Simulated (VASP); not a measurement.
An input for Ansatz (written as the equivalent of a VASP run, and not itself run):

Ansatz 0.2 input:
```yaml
crystal:
  lattice:
    - [4.7232190, 0.0000000, 0.0000000]
    - [-2.3616090, 4.0904270, 0.0000000]
    - [0.0000000, 0.0000000, 14.0000000]
  atoms:
    - { symbol: In, position: [0.6620860, 0.3305200, 0.4999210] }
    - { symbol: Bi, position: [0.3379140, 0.6694800, 0.5000790] }
kpoints:
  mp_grid: { grid: [5, 5, 1] }
hamiltonian:
  xc: pbe
  pseudopotentials: { kind: paw }
scf:
  occupations: { method: gaussian, width: 0.05 }
  max_iter: 100
output: { forces: true, stress: true, eigenvalues: true }
```

Q: Write the VASP files for the same calculation (PBE).

A: This is not unique; one that fits is 
INCAR:
```
# general
SYSTEM   =  InBi
PREC     =  Accurate
ENCUT    =  300
LREAL    =  .FALSE.
LASPH    =  .TRUE.

# electronic loop
EDIFF    =  1E-6
NELM     =  100
ALGO     =  Normal
LMAXMIX  =  4

# smearing
ISMEAR   =  0
SIGMA    =  0.05

# functional
GGA      =  PE

# ions
ISIF     =  2

# output
LWAVE    =  .FALSE.
LCHARG   =  .FALSE.
```

File KPOINTS:
```
Automatic mesh
0
Gamma
5 5 1
0 0 0
```

POSCAR:
```
InBi
1
    4.7232190000     0.0000000000     0.0000000000
   -2.3616090000     4.0904270000     0.0000000000
    0.0000000000     0.0000000000    14.0000000000
In Bi
1 1
Direct
  0.6620860000   0.3305200000   0.4999210000
  0.3379140000   0.6694800000   0.5000790000
```

POTCAR, in this order: In_d Bi_d (PBE.64 set). Program: vasp_std.

Limits of the translation: each code has its own PAW files, so the cut-off isn't converted (ENCUT is set for VASP's; basis.ecutwfc is left out, and Ansatz then takes the one that its files recommend); Ansatz stops its SCF on the density residual and VASP on the energy change (EDIFF).

The cell is a sheet with vacuum, built from a generated structure.
